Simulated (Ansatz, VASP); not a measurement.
# BiB in two plane-wave programs

Aim: how closely do two programs agree when they are given the same cell, functional and k mesh? The cell is invented: As first built, before any earlier steps moved the atoms (in the runner's words): it takes the BP structure with some of its atoms replaced by other elements, volume scaled by an estimate. It may not be a known or stable phase. The cell is taken from a series of VASP runs on this material, whose earlier steps may have relaxed, scaled or displaced it; both programs get it as it stands.

Calculated with Ansatz 0.2.0; plane waves, with VASP 6.6.1 beside it; band structure at r2SCANh with an exact-exchange share of 0.1.

## Step 1: The structure

Symmetry: F-43m, No. 216, cubic system. The conventional cell has a = 5.523 Å, b = 5.523 Å, c = 5.523 Å, α = 90.00°, β = 90.00°, γ = 90.00°. Bi has 4 B at 2.39 Å nearest. Nearest to B lie 4 Bi at 2.39 Å. As first built, before any earlier steps moved the atoms (in the runner's words): sites of the BP structure (space group 216) filled with other elements, volume scaled by an estimate. Farther neighbours are not listed.

## Step 2: VASP: band structure, r2SCANh with an exact-exchange share of 0.1

Levels along a path test the potential and the projectors away from the mesh points.

Lines of VASP's logs that name or quote its potential files are left out, and so is its time.

The run reads the wave functions of an earlier VASP run, which isn't shown here.

Input file INCAR:

```
SYSTEM = BiB
PREC = Accurate
ENCUT = 420
EDIFF = 1E-06
NELM = 100
ISMEAR = 0
SIGMA = 0.02
LREAL = .FALSE.
ALGO = Normal
LHFCALC = .TRUE.
AEXX = 0.1
METAGGA = R2SCAN
LASPH = .TRUE.
NBANDS = 15
PRECFOCK = Fast
HFRCUT = -1
LORBIT = 11
LWAVE = .FALSE.
LCHARG = .FALSE.
KPAR = 4
```

Input file POSCAR:

```
BiB
1.0
    0.0000000000      2.7613761270      2.7613761270
    2.7613761270      0.0000000000      2.7613761270
    2.7613761270      2.7613761270      0.0000000000
Bi B
1 1
Direct
    0.2500000000      0.2500000000      0.2500000000
    0.0000000000      0.0000000000      0.0000000000
```

Input file KPOINTS:

```
Automatic mesh
0
Gamma
4 4 4
0 0 0
```

Input file KPOINTS_OPT:

```
Line mode
6
Line-mode
Reciprocal
  0.00000000   0.00000000   0.00000000 GAMMA
  0.50000000   0.00000000   0.50000000 X

  0.50000000   0.00000000   0.50000000 X
  0.50000000   0.25000000   0.75000000 W

  0.50000000   0.25000000   0.75000000 W
  0.37500000   0.37500000   0.75000000 K

  0.37500000   0.37500000   0.75000000 K
  0.00000000   0.00000000   0.00000000 GAMMA

  0.00000000   0.00000000   0.00000000 GAMMA
  0.50000000   0.50000000   0.50000000 L

  0.50000000   0.50000000   0.50000000 L
  0.62500000   0.25000000   0.62500000 U

  0.62500000   0.25000000   0.62500000 U
  0.50000000   0.25000000   0.75000000 W

  0.50000000   0.25000000   0.75000000 W
  0.50000000   0.50000000   0.50000000 L

  0.50000000   0.50000000   0.50000000 L
  0.37500000   0.37500000   0.75000000 K

  0.62500000   0.25000000   0.62500000 U
  0.50000000   0.00000000   0.50000000 X
```

Potentials, in the order of the species: Bi_d and B (PBE family, release 64).

Launch:

```bash
mpirun -np 4 vasp_std
```

Numbers of over 12 decimals in the logs are rounded to 6 here.

The program printed:

```text
[banner, memory and clock lines left out]
running    4 mpi-ranks, on    1 nodes
 distrk:  each k-point on    1 cores,    4 groups
 distr:  one band on    1 cores,    1 groups

 POSCAR found type information on POSCAR BiB
 POSCAR found :  2 types and       2 ions
|                                                                             |
|               ----> ADVICE to this user running VASP <----                  |
|                                                                             |
|     You enforced a specific xc type in the INCAR file but a different       |
|     [... a line on the potential file left out ...]
|     I HOPE YOU KNOW WHAT YOU ARE DOING!                                     |
|                                                                             |

 LDA part: xc-table for (None), standard interpolation
 found WAVECAR, reading the header
 POSCAR, INCAR and KPOINTS ok, starting setup
 FFT: planning ... GRIDC
 FFT: planning ... GRID_SOFT
 FFT: planning ... GRID
 HFRCUT set to (new)   8.633085
 reading WAVECAR
 the WAVECAR file was read successfully
 initial charge from wavefunction
 entering main loop
       N       E                     dE             d eps       ncg     rms          rms(c)
DAV:   1    -0.596237779377E+02   -0.59624E+02   -0.36616E-01   240   0.707E+00    0.488E-01
DAV:   2    -0.596208043436E+02    0.29736E-02   -0.13431E-02   282   0.110E+00    0.269E-01
DAV:   3    -0.596208143315E+02   -0.99879E-05   -0.27480E-03   289   0.374E-01    0.149E-01
DAV:   4    -0.596209310123E+02   -0.11668E-03   -0.20063E-04   283   0.863E-02    0.915E-02
DAV:   5    -0.596209452237E+02   -0.14211E-04   -0.27258E-05   374   0.473E-02    0.554E-02
DAV:   6    -0.596209506750E+02   -0.54513E-05   -0.54600E-06   360   0.246E-02    0.338E-02
DAV:   7    -0.596209530045E+02   -0.23296E-05   -0.15897E-06   260   0.124E-02    0.207E-02
DAV:   8    -0.596209538378E+02   -0.83325E-06   -0.47117E-07   177   0.710E-03
   1 F= -.59620954E+02 E0= -.59620954E+02  d E =-.151747E-14
 Start KPOINTS_OPT (optional k-point list driver)
k-point batch [1-8\60]
       N       E                     dE             ncg
DAV:   1    -0.185113697890E+03   -0.31380E+04      240
DAV:   2    -0.130195970213E+04   -0.11168E+04      247
DAV:   3    -0.138085913053E+04   -0.78899E+02      310
DAV:   4    -0.138327660036E+04   -0.24175E+01      341
DAV:   5    -0.138332585171E+04   -0.49251E-01      338
DAV:   6    -0.138332920511E+04   -0.33534E-02      402
DAV:   7    -0.138332923054E+04   -0.25432E-04      338
DAV:   8    -0.138332923085E+04   -0.31351E-06      282
[...]
k-point batch [57-60\60]
       N       E                     dE             ncg
DAV:   1     0.221622370794E+04   -0.25974E+04      120
DAV:   2     0.167451178848E+04   -0.54171E+03      127
DAV:   3     0.164054552198E+04   -0.33966E+02      155
DAV:   4     0.163971651326E+04   -0.82901E+00      179
DAV:   5     0.163970367766E+04   -0.12836E-01      176
DAV:   6     0.163970293710E+04   -0.74057E-03      208
DAV:   7     0.163970293184E+04   -0.52563E-05      176
DAV:   8     0.163970293179E+04   -0.51192E-07      144
```

From OUTCAR (step 2):

```text
ion  position               nearest neighbor table
   1  0.250  0.250  0.250-   2 2.39   2 2.39   2 2.39   2 2.39
   2  0.000  0.000  0.000-   1 2.39   1 2.39   1 2.39   1 2.39

  LATTYP: Found a face centered cubic cell.
 ALAT       =     5.5227522540

 Subroutine GETGRP returns: Found 24 space group operations
 (whereof 24 operations were pure point group operations)

The static configuration has the point symmetry T_d .

 Found      8 irreducible k-points:

   k-points           NKPTS =      8   k-points in BZ     NKDIM =     64   number of bands    NBANDS=     15

   dimension x,y,z NGX =    28 NGY =   28 NGZ =   28
   dimension x,y,z NGXF=    56 NGYF=   56 NGZF=   56

   ENCUT  =  420.0 eV  30.87 Ry    5.56 a.u.   6.53  6.53  6.53*2*pi/ulx,y,z

   NELECT =      18.0000    total number of electrons

 k-points in reciprocal lattice and weights: Automatic mesh
   0.00000000  0.00000000  0.00000000       0.016
   0.25000000  0.00000000  0.00000000       0.125
   0.50000000  0.00000000  0.00000000       0.062
   0.25000000  0.25000000  0.00000000       0.094
   0.50000000  0.25000000  0.00000000       0.375
  -0.25000000  0.25000000  0.00000000       0.188
   0.50000000  0.50000000  0.00000000       0.047
  -0.25000000  0.50000000  0.25000000       0.094

  exchange ACFDT corr.  =         0.00000000  see jH, gK, PRB 81, 115126

 average (electrostatic) potential at core
       1-107.4986       2 -26.4870

 E-fermi :   6.7798

 k-point     1 :       0.0000    0.0000    0.0000
  band No.  band energies     occupation
    ...
      5     -17.7854      2.00000
      6      -8.5249      2.00000
      7       6.6767      2.00000
      8       6.6767      2.00000
      9       6.6767      2.00000
     10       7.4443      0.00000
     11      10.0562      0.00000
     12      10.0562      0.00000
     13      10.0562      0.00000
     14      13.8778      0.00000
    ...

 k-point     2 :       0.2500    0.0000    0.0000
  band No.  band energies     occupation
    ...
      5     -17.7812      2.00000
      6      -7.6782      2.00000
      7       1.5888      2.00000
      8       5.6006      2.00000
      9       5.6006      2.00000
     10       7.9840      0.00000
     11      11.2563      0.00000
     12      11.2563      0.00000
     13      12.3490      0.00000
     14      15.5742      0.00000
    ...

 k-point     3 :       0.5000    0.0000    0.0000
  band No.  band energies     occupation
    ...
      5     -17.7667      2.00000
      6      -6.2820      2.00000
      7      -1.6769      2.00000
      8       4.9209      2.00000
      9       4.9209      2.00000
     10       7.5972      0.00000
     11      11.5593      0.00000
     12      11.5593      0.00000
     13      13.7282      0.00000
     14      16.2259      0.00000
    ...

  energy-cutoff  :      420.00
  volume of cell :       42.11
      direct lattice vectors                 reciprocal lattice vectors
     0.000000000  2.761376127  2.761376127    -0.181069140  0.181069140  0.181069140
     2.761376127  0.000000000  2.761376127     0.181069140 -0.181069140  0.181069140
     2.761376127  2.761376127  0.000000000     0.181069140  0.181069140 -0.181069140

 POSITION                                       TOTAL-FORCE (eV/Angst)
 -----------------------------------------------------------------------------------
      1.38069      1.38069      1.38069        -0.000000     -0.000000     -0.000000
      0.00000      0.00000      0.00000         0.000000      0.000000      0.000000
 -----------------------------------------------------------------------------------
    total drift:                                0.000122      0.000149      0.000059

  FREE ENERGIE OF THE ION-ELECTRON SYSTEM (eV)
  ---------------------------------------------------
  free  energy   TOTEN  =       -59.6209538378 eV

  energy  without entropy=      -59.6209538378  energy(sigma->0) =      -59.62095384

 total charge
# of ion       s       p       d       tot
------------------------------------------
    1        1.390   1.647   9.949  12.986
    2        0.656   0.997   0.000   1.653
--------------------------------------------------
tot          2.046   2.644   9.949  14.639

[... 3 further parts left out ...]
```

The k-mesh is coarse for unscreened exact exchange, which converges slowly with it. Spin-orbit coupling is off here; with elements this heavy it splits and shifts levels by tenths of an eV or more.

(Part 1 of 2 ends here.)

[Lines on the potential files, build, host, timing and source positions are cut from VASP's logs without a mark.]

[Logs are printed without paths, hosts, clocks, repeated set-up lines and the standing remarks that a program may print on its own settings, such as how far it seeks lower states.]

[Hosts, paths, dates, database ids (printed as entryN), source tags and the programs' standing remarks are cut or masked in the printed files.]
